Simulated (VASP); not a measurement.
Input:

```
CELL_PARAMETERS angstrom
      0.00000     3.32551     3.26372
      3.38350     0.00000     3.26372
      3.38350     3.32551     0.00000
ATOMIC_POSITIONS crystal
  Sr 0.00000 0.00000 0.00000
  Te 0.48721 0.51279 0.51279
```

Calculation: PBE GGA, VASP's PBE PAW potentials (set 64) (plane waves; VASP). Settings: 400 eV cut-off, 6×6×6 Γ-centred mesh, second-order Methfessel-Paxton smearing of 0.10 eV, potentials Sr_sv Te.

Predict the energy per atom (σ→0), pressure, largest force.

```
Quantity                        Value
---------------------  --------------
energy per atom (σ→0)  -4.119 eV/atom
pressure                     1.34 GPa
largest force              0.176 eV/Å
```

Only differences to runs with the same potentials and settings are physical.

The compound is SrTe in the rock salt structure. The cell was not relaxed at this level, atoms are displaced from their ideal sites. The run is one of a series of settings (ISMEAR = 2, SIGMA = 0.1 against the base run), some of them coarse on purpose.
